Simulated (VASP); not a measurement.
Level of theory: r2SCAN+rVV10, VASP's PBE PAW potentials (set 64) (plane waves; VASP).

VASP input:

POSCAR:
```
SrVO3
1
    3.8237752987     0.0000000000     0.0000000000
    0.0000000000     3.8237752987     0.0000000000
   -0.0000000000    -0.0000000000     3.8237752987
Sr V O
1 1 3
Direct
  0.0000000000   0.0000000000   0.0000000000
  0.5000000000   0.5000000000   0.5000000000
  0.5000000000   0.0000000000   0.5000000000
  0.0000000000   0.5000000000   0.5000000000
  0.5000000000   0.5000000000   0.0000000000
```

INCAR:
```
SYSTEM = SrVO3
LUSE_VDW = .TRUE.
CPARAM = 0.0093
EDIFF = 1E-7
LASPH = .TRUE.   ! aspherical one-centre terms
PREC = Accurate
NELM = 100   ! most electronic steps
LWAVE = .FALSE.
METAGGA = R2SCAN
NEDOS = 601   ! DOS grid
ISIF = 2   ! forces and stress, cell fixed
LEFG = .TRUE.
LORBIT = 11   ! lm-projected
ISMEAR = -5   ! tetrahedra, Bloechl
ALGO = Normal
LMAXMIX = 4   ! l cut-off of mixed one-centre charges
LREAL = .FALSE.   ! projection in real space or not
ENCUT = 520   ! plane-wave cut-off (eV)
BPARAM = 11.95
LCHARG = .FALSE.
LMIXTAU = .TRUE.
```

**KPOINTS_OPT**
```
k-points along high-symmetry lines
10
Line-mode
Reciprocal
  0.000000   0.000000   0.000000 ! GAMMA
  0.000000   0.500000   0.000000 ! X

  0.000000   0.500000   0.000000 ! X
  0.500000   0.500000   0.000000 ! M

  0.500000   0.500000   0.000000 ! M
  0.000000   0.000000   0.000000 ! GAMMA

  0.000000   0.000000   0.000000 ! GAMMA
  0.500000   0.500000   0.500000 ! R

  0.500000   0.500000   0.500000 ! R
  0.000000   0.500000   0.000000 ! X

  0.500000   0.500000   0.500000 ! R
  0.500000   0.500000   0.000000 ! M
```

KPOINTS:
```
Automatic
0
Gamma
 9 9 9
0 0 0
```

POTCAR, in this order: Sr_sv V_sv O (PBE.64 set). Program: vasp_std.

Output of the run:

**OUTCAR**
```
 ion  position               nearest neighbor table
   1  0.000  0.000  0.000-   3 2.70   4 2.70   5 2.70   3 2.70   4 2.70   4 2.70   5 2.70   4 2.70
                             3 2.70   5 2.70   3 2.70   5 2.70   2 3.31   2 3.31   2 3.31   2 3.31
   2  0.500  0.500  0.500-   3 1.91   4 1.91   5 1.91   5 1.91   3 1.91   4 1.91   1 3.31   1 3.31
                             1 3.31   1 3.31   1 3.31   1 3.31   1 3.31   1 3.31
   3  0.500  0.000  0.500-   2 1.91   2 1.91   1 2.70   1 2.70   1 2.70   1 2.70
   4  0.000  0.500  0.500-   2 1.91   2 1.91   1 2.70   1 2.70   1 2.70   1 2.70
   5  0.500  0.500  0.000-   2 1.91   2 1.91   1 2.70   1 2.70   1 2.70   1 2.70
  LATTYP: Found a simple cubic cell.
 ALAT       =     3.8237752987
 Subroutine PRICEL returns:
 Original cell was already a primitive cell.
 Subroutine GETGRP returns: Found 48 space group operations
The static configuration has the point symmetry O_h .
The dynamic configuration has the point symmetry O_h .
 Subroutine INISYM returns: Found 48 space group operations
 Subroutine IBZKPT returns following result:
 Found     35 irreducible k-points:

 Following reciprocal coordinates:
            Coordinates               Weight
  0.000000  0.000000  0.000000      1.000000
  0.111111  0.000000  0.000000      6.000000
  0.222222  0.000000  0.000000      6.000000
  0.333333  0.000000  0.000000      6.000000
...
```

**OSZICAR**
```
       N       E                     dE             d eps       ncg     rms          rms(c)
DAV:   1     0.433418468819E+03    0.43342E+03   -0.24598E+04  1680   0.184E+03
DAV:   2    -0.538229785620E+02   -0.48724E+03   -0.48342E+03  2136   0.507E+02
DAV:   3    -0.839192988214E+02   -0.30096E+02   -0.29947E+02  1768   0.131E+02
DAV:   4    -0.849700912815E+02   -0.10508E+01   -0.10486E+01  3056   0.214E+01
DAV:   5    -0.849860084820E+02   -0.15917E-01   -0.14894E-01  2040   0.168E+00    0.425E+01
DAV:   6    -0.623852339398E+02    0.22601E+02   -0.79088E+01  2336   0.786E+01    0.157E+01
DAV:   7    -0.613022050261E+02    0.10830E+01   -0.15683E+01  1880   0.379E+01    0.136E+01
DAV:   8    -0.616376997100E+02   -0.33549E+00   -0.44825E+00  1888   0.178E+01    0.367E+00
DAV:   9    -0.607581646199E+02    0.87954E+00   -0.14493E+00  1856   0.113E+01    0.146E+00
DAV:  10    -0.613168279452E+02   -0.55866E+00   -0.42076E-01  1736   0.551E+00    0.787E-01
DAV:  11    -0.613771341632E+02   -0.60306E-01   -0.29979E-02  2064   0.140E+00    0.355E-01
DAV:  12    -0.613719984158E+02    0.51357E-02   -0.62392E-03  1888   0.588E-01    0.235E-01
DAV:  13    -0.613912817191E+02   -0.19283E-01   -0.78725E-03  1696   0.941E-01    0.687E-02
DAV:  14    -0.613913987833E+02   -0.11706E-03   -0.20126E-04  2144   0.145E-01    0.382E-02
DAV:  15    -0.613914780800E+02   -0.79297E-04   -0.53719E-05  2216   0.664E-02    0.345E-02
DAV:  16    -0.613915092877E+02   -0.31208E-04   -0.25567E-05  1744   0.547E-02    0.168E-02
DAV:  17    -0.613915130720E+02   -0.37843E-05   -0.86706E-06  1856   0.276E-02    0.328E-03
DAV:  18    -0.613915133603E+02   -0.28830E-06   -0.19580E-06  1688   0.157E-02    0.264E-03
DAV:  19    -0.613915137626E+02   -0.40232E-06   -0.78446E-07  1824   0.992E-03    0.759E-04
DAV:  20    -0.613915138722E+02   -0.10952E-06   -0.66767E-08   880   0.332E-03    0.788E-04
DAV:  21    -0.613915138524E+02    0.19712E-07   -0.18409E-08   864   0.154E-03
   1 F= -.61391514E+02 E0= -.61391514E+02  d E =0.000000E+00
       N       E                     dE             ncg
       N       E                     dE             ncg
```

**OUTCAR**
```
------------------------ aborting loop because EDIFF is reached ----------------------------------------
  FORCE on cell =-STRESS in cart. coord.  units (eV):
  Direction    XX          YY          ZZ          XY          YZ          ZX
  --------------------------------------------------------------------------------------
  Total        0.0315777      0.0315777      0.0315777      0.0000000      0.0000000      0.0000000
  in kB        0.9049274      0.9049274      0.9049274      0.0000000      0.0000000      0.0000000
  external PRESSURE =       0.9049274 kB  Pullay stress =       0.0000000 kB
  volume of cell :       55.91
      direct lattice vectors                 reciprocal lattice vectors
     3.823775299  0.000000000  0.000000000     0.261521643  0.000000000  0.000000000
     0.000000000  3.823775299  0.000000000     0.000000000  0.261521643  0.000000000
     0.000000000  0.000000000  3.823775299     0.000000000  0.000000000  0.261521643
 POSITION                                       TOTAL-FORCE (eV/Angst)
 -----------------------------------------------------------------------------------
      0.00000      0.00000      0.00000         0.000000      0.000000      0.000000
      1.91189      1.91189      1.91189         0.000000      0.000000      0.000000
      1.91189      0.00000      1.91189         0.000000      0.000000      0.000000
      0.00000      1.91189      1.91189         0.000000      0.000000      0.000000
      1.91189      1.91189      0.00000         0.000000      0.000000      0.000000
 -----------------------------------------------------------------------------------
    total drift:                                0.000000      0.000000      0.000000
  FREE ENERGIE OF THE ION-ELECTRON SYSTEM (eV)
  ---------------------------------------------------
  free  energy   TOTEN  =       -61.3915138524 eV

  energy  without entropy=      -61.3915138524  energy(sigma->0) =      -61.39151385

 total charge

# of ion       s       p       d       tot
------------------------------------------
    1        2.000   5.891   0.209   8.099
    2        2.283   6.354   2.914  11.551
    3        1.569   3.515   0.000   5.084
    4        1.569   3.515   0.000   5.084
    5        1.569   3.515   0.000   5.084
--------------------------------------------------
tot          8.989  22.790   3.123  34.903

 Electric field gradients after diagonalization (V/A^2)
 (convention: |V_zz| > |V_xx| > |V_yy|)
----------------------------------------------------------------------
 ion       V_xx      V_yy      V_zz     asymmetry (V_yy - V_xx)/ V_zz
----------------------------------------------------------------------
   1       0.000     0.000    -0.000       0.027
   2       0.000     0.000     0.000      -0.114
   3     -15.316   -15.316    30.631       0.000
   4     -15.316   -15.316    30.631       0.000
   5     -15.316   -15.316    30.631       0.000
```
(Selected blocks of OUTCAR.)

For a metal the tetrahedron method with Blöchl corrections gives inexact stress and forces.

The compound is SrVO3 in the cubic perovskite structure. It was relaxed first. The run is not spin-polarised, so no magnetic state was tried. The electron count is odd and the run is not spin-polarised, which forces a metal.
